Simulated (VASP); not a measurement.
Method: PBE GGA, VASP's PBE PAW potentials (set 64) (plane waves; VASP 6.6.1).

Input for VASP

**POSCAR**
```
KF
2.7103070
  0.0000000000   0.9999998857   0.9999998857
  0.9999998857   0.0000000000   0.9999998857
  0.9999998857   0.9999998857   0.0000000000
K F
1 1
Direct
  1.0000000000   1.0000000000   1.0000000000
  0.5000000000   0.5000000000   0.5000000000
```

**KPOINTS**
```
Regular mesh
0
Gamma
  9 9 9
```

**INCAR**
```
SYSTEM=KF
PREC=Accurate; ENCUT=520; LREAL=.False.
LASPH=.True.
EDIFF=1E-7; NELM=100; ALGO=Normal
ISMEAR=-5
GGA=PE
ISIF=2
LWAVE=.False.; LCHARG=.True.; LORBIT=11
NEDOS=601
```

POTCAR, in this order: K_sv F (PBE.64 set). Program: vasp_std.

Output of the run:

### OUTCAR
```
 ion  position               nearest neighbor table
   1  0.000  0.000  0.000-   2 2.71   2 2.71   2 2.71   2 2.71   2 2.71   2 2.71
   2  0.500  0.500  0.500-   1 2.71   1 2.71   1 2.71   1 2.71   1 2.71   1 2.71
  LATTYP: Found a face centered cubic cell.
 ALAT       =     5.4206133802
 Subroutine PRICEL returns:
 Original cell was already a primitive cell.
 Subroutine GETGRP returns: Found 48 space group operations
The static configuration has the point symmetry O_h .
The dynamic configuration has the point symmetry O_h .
 Subroutine INISYM returns: Found 48 space group operations
 Subroutine IBZKPT returns following result:
 Found     35 irreducible k-points:

 Following reciprocal coordinates:
            Coordinates               Weight
  0.000000  0.000000  0.000000      1.000000
  0.111111  0.000000  0.000000      8.000000
  0.222222  0.000000  0.000000      8.000000
  0.333333  0.000000  0.000000      8.000000
  0.444444  0.000000  0.000000      8.000000
  0.111111  0.111111  0.000000      6.000000
  0.222222  0.111111  0.000000     24.000000
  0.333333  0.111111  0.000000     24.000000
  0.444444  0.111111  0.000000     24.000000
...
```

**OSZICAR**
```
       N       E                     dE             d eps       ncg     rms          rms(c)
DAV:   1     0.114146538869E+03    0.11415E+03   -0.84377E+03   840   0.128E+03
DAV:   2    -0.468465272510E+01   -0.11883E+03   -0.10978E+03  1060   0.328E+02
DAV:   3    -0.943710032660E+01   -0.47524E+01   -0.47164E+01  1052   0.615E+01
DAV:   4    -0.957489787030E+01   -0.13780E+00   -0.13768E+00  1284   0.895E+00
DAV:   5    -0.957640294613E+01   -0.15051E-02   -0.15051E-02  1032   0.102E+00    0.627E+00
DAV:   6    -0.832826214881E+01    0.12481E+01   -0.44095E+00   936   0.180E+01    0.362E+00
DAV:   7    -0.830085761985E+01    0.27405E-01   -0.12489E-01  1132   0.311E+00    0.218E+00
DAV:   8    -0.829686306731E+01    0.39946E-02   -0.56995E-02   928   0.279E+00    0.209E-01
DAV:   9    -0.829861392266E+01   -0.17509E-02   -0.65660E-03  1104   0.668E-01    0.121E-01
DAV:  10    -0.829917775672E+01   -0.56383E-03   -0.10116E-03   956   0.311E-01    0.612E-02
DAV:  11    -0.829930928263E+01   -0.13153E-03   -0.40471E-04   932   0.160E-01    0.232E-02
DAV:  12    -0.829929743130E+01    0.11851E-04   -0.80593E-05  1076   0.735E-02    0.701E-03
DAV:  13    -0.829929709960E+01    0.33170E-06   -0.54703E-06   940   0.230E-02    0.226E-03
DAV:  14    -0.829929716047E+01   -0.60871E-07   -0.38317E-07  1052   0.583E-03
   1 F= -.82992972E+01 E0= -.82992972E+01  d E =0.000000E+00
```

**OUTCAR**
```
------------------------ aborting loop because EDIFF is reached ----------------------------------------
  FORCE on cell =-STRESS in cart. coord.  units (eV):
  Direction    XX          YY          ZZ          XY          YZ          ZX
  --------------------------------------------------------------------------------------
  Total        0.0026347      0.0026347      0.0026347      0.0000000     -0.0000000     -0.0000000
  in kB        0.1060111      0.1060111      0.1060111      0.0000000     -0.0000000     -0.0000000
  external PRESSURE =       0.1060111 kB  Pullay stress =       0.0000000 kB
  volume of cell :       39.82
      direct lattice vectors                 reciprocal lattice vectors
     0.000000000  2.710306690  2.710306690    -0.184480967  0.184480967  0.184480967
     2.710306690  0.000000000  2.710306690     0.184480967 -0.184480967  0.184480967
     2.710306690  2.710306690  0.000000000     0.184480967  0.184480967 -0.184480967
  FREE ENERGIE OF THE ION-ELECTRON SYSTEM (eV)
  ---------------------------------------------------
  free  energy   TOTEN  =        -8.2992971605 eV

  energy  without entropy=       -8.2992971605  energy(sigma->0) =       -8.29929716

 total charge

# of ion       s       p       d       tot
------------------------------------------
    1        1.957   5.590   0.030   7.576
    2        1.730   4.347   0.000   6.077
--------------------------------------------------
tot          3.687   9.936   0.030  13.653
```
(Selected blocks of OUTCAR.)

The compound is KF in the rock salt structure. It was relaxed first.
